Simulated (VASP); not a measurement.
Data:

```xyz
2
Lattice="0.0000 2.8250 2.8250 2.8250 0.0000 2.8250 2.8250 2.8250 0.0000" Properties=species:S:1:pos:R:3 pbc="T T T"
Ga     0.0000     0.0000     0.0000
As     1.4125     1.4125     1.4125
```

Computed with PBE GGA, VASP's PBE PAW potentials (set 64) (plane waves; VASP 6.6.1). Numerical set-up: 400 eV cut-off, 7×7×7 Γ-centred mesh, Fermi-Dirac smearing of 0.20 eV, potentials Ga_d As.

**Question.** Give the stress tensor in GPa (positive for a compressed cell).

**Answer.** 
```
3.49  0.00  0.00
0.00  3.49  0.00
0.00  0.00  3.49
```
The pressure is its mean diagonal, 3.49 GPa.

The compound is GaAs in the zinc blende structure. The cell was not relaxed at this level. The run is one of a series of settings (ISMEAR = -1, SIGMA = 0.2 against the base run), some of them coarse on purpose.
